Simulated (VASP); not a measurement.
Given:

```
CELL_PARAMETERS angstrom
      0.00000     2.85271     2.85271
      2.85271     0.00000     2.85271
      2.85271     2.85271     0.00000
ATOMIC_POSITIONS crystal
  Hg 0.00000 0.00000 0.00000
  S  0.25000 0.25000 0.25000
```

These are LDA (Ceperley-Alder, Perdew-Zunger), VASP's LDA PAW potentials (set 64) (plane waves; VASP) values and carry that method's errors. Run with 500 eV cut-off, 11×11×11 Γ-centred mesh, first-order Methfessel-Paxton smearing of 0.10 eV, potentials Hg S.

Unless said otherwise, spin-orbit coupling is left out, though it shifts the bands of the heavy elements here.

Estimate the energy per atom (σ→0), pressure, band gap (on the k-mesh) with the smallest direct gap where there is one.

The band gap (on the k-mesh) is none (metal, semimetal or under 0.01 eV) and the energy per atom (σ→0) is -2.966 eV/atom. The pressure comes out as 5.02 GPa.

The compound is HgS in the zinc blende structure, metacinnabar; cinnabar is the stable form. It was relaxed first under an external pressure of 5 GPa.
